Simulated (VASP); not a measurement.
All values below come from PBE GGA, VASP's PBE PAW potentials (set 64) (plane waves; VASP).

The input files of a VASP run:

POSCAR:
```
Ga
1
    2.1776880000    -3.7332670000     0.0000000000
    2.1776880000     3.7332670000     0.0000000000
    0.0000000000     0.0000000000     4.4766900000
Ga
4
Direct
  0.6557000000   0.3443000000   0.4154000000
  0.3443000000   0.6557000000   0.5846000000
  0.8443000000   0.1557000000   0.9154000000
  0.1557000000   0.8443000000   0.0846000000
```

### INCAR
```
ENCUT  =  420   ! plane-wave cut-off (eV)
NSW  =  50   ! most ionic steps
ISMEAR  =  1   ! Methfessel-Paxton
PREC  =  Accurate
IBRION  =  2
LASPH  =  .TRUE.   ! aspherical one-centre terms
ISIF  =  3   ! ions, shape and volume
LWAVE  =  .FALSE.
SYSTEM  =  Ga
ALGO  =  Normal   ! blocked Davidson
LREAL  =  .FALSE.   ! projection in real space or not
EDIFF  =  1E-09
EDIFFG  =  -0.005
LMAXMIX  =  4   ! l cut-off of mixed one-centre charges
SIGMA  =  0.05   ! width (eV)
LCHARG  =  .FALSE.
GGA  =  PE   ! PBE
NELM  =  100
```

KPOINTS:
```
kpoints
0
G
  9 9 7
0 0 0
```

POTCAR, in this order: Ga_d (PBE.64 set). Program: vasp_std.

The run wrote:

### OSZICAR
```
...
DAV:   6    -0.115980405742E+02    0.27621E-04   -0.10553E-04  7459   0.186E-01    0.118E-02
DAV:   7    -0.115980427353E+02   -0.21611E-05   -0.42489E-05  7654   0.810E-02    0.429E-03
DAV:   8    -0.115980429919E+02   -0.25653E-06   -0.39146E-06  8002   0.202E-02    0.525E-04
DAV:   9    -0.115980430106E+02   -0.18741E-07   -0.43010E-07  7206   0.876E-03    0.278E-04
DAV:  10    -0.115980430117E+02   -0.11187E-08   -0.29254E-08  8751   0.141E-03    0.214E-04
DAV:  11    -0.115980430136E+02   -0.19263E-08   -0.43388E-09  5391   0.661E-04    0.379E-05
DAV:  12    -0.115980430146E+02   -0.94951E-09   -0.47841E-10  3583   0.216E-04
   7 F= -.11598043E+02 E0= -.11598030E+02  d E =-.868879E-03
       N       E                     dE             d eps       ncg     rms          rms(c)
DAV:   1    -0.117294665874E+02   -0.13142E+00   -0.29067E+00  7362   0.122E+01    0.224E+00
DAV:   2    -0.116501456912E+02    0.79321E-01   -0.16394E-01  6671   0.616E+00    0.136E+00
DAV:   3    -0.116013608331E+02    0.48785E-01   -0.69183E-02  7771   0.376E+00    0.824E-02
DAV:   4    -0.116040401474E+02   -0.26793E-02   -0.28297E-02  6417   0.176E+00    0.749E-02
DAV:   5    -0.116040626306E+02   -0.22483E-04   -0.11083E-03  9634   0.259E-01    0.402E-02
DAV:   6    -0.116040545352E+02    0.80954E-05   -0.31596E-05  8268   0.153E-01    0.432E-03
DAV:   7    -0.116040554835E+02   -0.94825E-06   -0.94596E-06  7710   0.284E-02    0.163E-03
DAV:   8    -0.116040554818E+02    0.16971E-08   -0.53561E-07  9207   0.925E-03    0.377E-04
DAV:   9    -0.116040554800E+02    0.17644E-08   -0.10173E-07  7118   0.451E-03    0.221E-04
DAV:  10    -0.116040554781E+02    0.18626E-08   -0.87922E-09  7339   0.129E-03    0.386E-05
DAV:  11    -0.116040554788E+02   -0.63301E-09   -0.86088E-10  3913   0.294E-04
   8 F= -.11604055E+02 E0= -.11604064E+02  d E =-.688134E-02
       N       E                     dE             d eps       ncg     rms          rms(c)
DAV:   1    -0.116041468018E+02   -0.91324E-04   -0.20346E-03  7341   0.319E-01    0.590E-02
DAV:   2    -0.116040913244E+02    0.55477E-04   -0.10606E-04  6558   0.176E-01    0.360E-02
DAV:   3    -0.116040573214E+02    0.34003E-04   -0.48566E-05  7413   0.109E-01    0.237E-03
DAV:   4    -0.116040594356E+02   -0.21142E-05   -0.22911E-05  6326   0.513E-02    0.209E-03
DAV:   5    -0.116040594705E+02   -0.34823E-07   -0.10308E-06  9609   0.855E-03    0.112E-03
DAV:   6    -0.116040594782E+02   -0.77362E-08   -0.26338E-08  7118   0.390E-03    0.163E-04
DAV:   7    -0.116040594771E+02    0.10568E-08   -0.87846E-09  7330   0.871E-04    0.802E-05
DAV:   8    -0.116040594756E+02    0.15370E-08   -0.11411E-09  3632   0.607E-04    0.299E-05
DAV:   9    -0.116040594762E+02   -0.62573E-09   -0.38649E-10  3352   0.337E-04
   9 F= -.11604059E+02 E0= -.11604064E+02  d E =-.688534E-02
       N       E                     dE             d eps       ncg     rms          rms(c)
DAV:   1    -0.116080367530E+02   -0.39773E-02   -0.11645E-01  8018   0.297E+00    0.405E-01
DAV:   2    -0.116054752240E+02    0.25615E-02   -0.11254E-02  7488   0.155E+00    0.215E-01
DAV:   3    -0.116043504810E+02    0.11247E-02   -0.15692E-03  8545   0.479E-01    0.474E-02
DAV:   4    -0.116043424465E+02    0.80346E-05   -0.70791E-04  6319   0.233E-01    0.114E-02
DAV:   5    -0.116043433447E+02   -0.89821E-06   -0.44062E-05  7648   0.635E-02    0.398E-03
DAV:   6    -0.116043429962E+02    0.34848E-06   -0.11786E-05  7669   0.406E-02    0.179E-03
DAV:   7    -0.116043429876E+02    0.86238E-08   -0.20241E-06  7437   0.165E-02    0.784E-04
DAV:   8    -0.116043429948E+02   -0.71941E-08   -0.22720E-07  7640   0.442E-03    0.250E-04
DAV:   9    -0.116043429736E+02    0.21226E-07   -0.28126E-08  7340   0.107E-03    0.114E-04
DAV:  10    -0.116043429729E+02    0.63301E-09   -0.52426E-09  6546   0.749E-04
  10 F= -.11604343E+02 E0= -.11604355E+02  d E =-.283497E-03
       N       E                     dE             d eps       ncg     rms          rms(c)
DAV:   1    -0.116046485303E+02   -0.30556E-03   -0.90707E-03  7954   0.825E-01    0.113E-01
DAV:   2    -0.116044484872E+02    0.20004E-03   -0.89251E-04  7488   0.437E-01    0.601E-02
DAV:   3    -0.116043600674E+02    0.88420E-04   -0.12381E-04  8627   0.133E-01    0.134E-02
DAV:   4    -0.116043590896E+02    0.97788E-06   -0.54898E-05  6348   0.642E-02    0.318E-03
DAV:   5    -0.116043591010E+02   -0.11391E-07   -0.33279E-06  7645   0.170E-02    0.110E-03
DAV:   6    -0.116043590306E+02    0.70377E-07   -0.81138E-07  7696   0.105E-02    0.470E-04
DAV:   7    -0.116043590508E+02   -0.20182E-07   -0.15104E-07  7415   0.453E-03    0.217E-04
DAV:   8    -0.116043590505E+02    0.29286E-09   -0.16494E-08  7452   0.121E-03    0.658E-05
DAV:   9    -0.116043590447E+02    0.57316E-08   -0.18503E-09  4727   0.297E-04    0.298E-05
DAV:  10    -0.116043590447E+02    0.45475E-10   -0.52327E-10  3324   0.267E-04
  11 F= -.11604359E+02 E0= -.11604377E+02  d E =-.299568E-03
       N       E                     dE             d eps       ncg     rms          rms(c)
DAV:   1    -0.116069384690E+02   -0.25794E-02   -0.57880E-02  7538   0.258E+00    0.316E-01
DAV:   2    -0.116050223082E+02    0.19162E-02   -0.75252E-03  7530   0.118E+00    0.146E-01
DAV:   3    -0.116044768441E+02    0.54546E-03   -0.87021E-04  9217   0.316E-01    0.377E-02
DAV:   4    -0.116044321505E+02    0.44694E-04   -0.18622E-04  6706   0.121E-01    0.804E-03
DAV:   5    -0.116044309532E+02    0.11972E-05   -0.16566E-05  7672   0.353E-02    0.146E-03
DAV:   6    -0.116044309464E+02    0.68649E-08   -0.18633E-06  6927   0.145E-02    0.828E-04
DAV:   7    -0.116044309195E+02    0.26892E-07   -0.16663E-07  9560   0.380E-03    0.407E-04
DAV:   8    -0.116044309135E+02    0.59517E-08   -0.52253E-08  7447   0.276E-03    0.718E-05
DAV:   9    -0.116044309161E+02   -0.25557E-08   -0.52707E-09  6544   0.891E-04    0.513E-05
DAV:  10    -0.116044309133E+02    0.28103E-08   -0.44013E-10  3380   0.244E-04    0.728E-06
DAV:  11    -0.116044309131E+02    0.19281E-09   -0.74590E-11  3345   0.837E-05
  12 F= -.11604431E+02 E0= -.11604458E+02  d E =-.718684E-04
       N       E                     dE             d eps       ncg     rms          rms(c)
DAV:   1    -0.116044359718E+02   -0.50586E-05   -0.10999E-04  7524   0.113E-01    0.138E-02
DAV:   2    -0.116044323985E+02    0.35733E-05   -0.14271E-05  7558   0.511E-02    0.635E-03
DAV:   3    -0.116044312801E+02    0.11184E-05   -0.16606E-06  9193   0.138E-02    0.163E-03
DAV:   4    -0.116044311330E+02    0.14714E-06   -0.35679E-07  6684   0.532E-03    0.353E-04
DAV:   5    -0.116044311240E+02    0.90295E-08   -0.31605E-08  7722   0.155E-03    0.656E-05
DAV:   6    -0.116044311216E+02    0.23174E-08   -0.36213E-09  5093   0.660E-04    0.354E-05
DAV:   7    -0.116044311221E+02   -0.49477E-09   -0.28533E-10  3359   0.186E-04
  13 F= -.11604431E+02 E0= -.11604458E+02  d E =-.720774E-04
       N       E                     dE             d eps       ncg     rms          rms(c)
DAV:   1    -0.116046956855E+02   -0.26456E-03   -0.61429E-03  7551   0.647E-01    0.101E-01
DAV:   2    -0.116045290284E+02    0.16666E-03   -0.61375E-04  7411   0.375E-01    0.563E-02
DAV:   3    -0.116044416120E+02    0.87416E-04   -0.10603E-04  7506   0.133E-01    0.972E-03
DAV:   4    -0.116044444826E+02   -0.28706E-05   -0.56237E-05  6452   0.650E-02    0.310E-03
DAV:   5    -0.116044443732E+02    0.10933E-06   -0.25036E-06  9553   0.138E-02    0.133E-03
DAV:   6    -0.116044443317E+02    0.41571E-07   -0.11921E-07  8039   0.486E-03    0.215E-04
DAV:   7    -0.116044443393E+02   -0.76216E-08   -0.44917E-08  7384   0.211E-03    0.128E-04
DAV:   8    -0.116044443330E+02    0.63428E-08   -0.43214E-09  5480   0.662E-04    0.332E-05
DAV:   9    -0.116044443341E+02   -0.11114E-08   -0.52994E-10  3506   0.262E-04    0.126E-05
DAV:  10    -0.116044443340E+02    0.21828E-10   -0.11465E-10  3282   0.115E-04
  14 F= -.11604444E+02 E0= -.11604477E+02  d E =-.132119E-04
```

File OUTCAR:
```
------------------------ aborting loop because EDIFF is reached ----------------------------------------
  FORCE on cell =-STRESS in cart. coord.  units (eV):
  Direction    XX          YY          ZZ          XY          YZ          ZX
  --------------------------------------------------------------------------------------
  Total       -0.0020529     -0.0018894      0.0019854      0.0000000      0.0000000      0.0000000
  in kB       -0.0407061     -0.0374646      0.0393676      0.0000000      0.0000000      0.0000000
  external PRESSURE =      -0.0129344 kB  Pullay stress =       0.0000000 kB
  volume of cell :       80.80
      direct lattice vectors                 reciprocal lattice vectors
     2.305208432 -3.865855289  0.000000000     0.216900126 -0.129337485  0.000000000
     2.305208432  3.865855289 -0.000000000     0.216900126  0.129337485 -0.000000000
     0.000000000  0.000000000  4.533437059     0.000000000  0.000000000  0.220583188
 POSITION                                       TOTAL-FORCE (eV/Angst)
 -----------------------------------------------------------------------------------
      2.30521     -1.20468      1.88743         0.000000     -0.000458      0.000421
      2.30521      1.20468      2.64600         0.000000      0.000458     -0.000421
      2.30521     -2.66117      4.15415         0.000000      0.000458      0.000421
      2.30521      2.66117      0.37928         0.000000     -0.000458     -0.000421
 -----------------------------------------------------------------------------------
    total drift:                               -0.000000     -0.000000     -0.000000
  FREE ENERGIE OF THE ION-ELECTRON SYSTEM (eV)
  ---------------------------------------------------
  free  energy   TOTEN  =       -11.6044443340 eV

  energy  without entropy=      -11.6045415942  energy(sigma->0) =      -11.60447675

 reached required accuracy - stopping structural energy minimisation
```
(Selected blocks of OUTCAR.)

### CONTCAR
```
Ga
   1.00000000000000
     2.3052084324248820   -3.8658552893193066    0.0000000000000000
     2.3052084324248820    3.8658552893193066   -0.0000000000000000
     0.0000000000000000    0.0000000000000000    4.5334370592810460
  Ga
     4
Direct
     0.6558106176378917    0.3441893823621083    0.4163364092186900
     0.3441893823621083    0.6558106176378917    0.5836635907813101
     0.8441893823621083    0.1558106176378918    0.9163364092186899
     0.1558106176378918    0.8441893823621083    0.0836635907813100
```

Energy and stress use the plane-wave basis of the starting cell.

The structure comes from a computed database's Ga entry; how it stands against other phases isn't given here. This run relaxes it. Symmetry was kept, so distortions that lower it aren't found. The run is one of a series of settings (EDIFF = 1E-09, EDIFFG = -0.005, ENCUT = 420, IBRION = 2, ISIF = 3, NSW = 50, KPOINTS 9×9×7 Γ-centred mesh against the base run), some of them coarse on purpose.
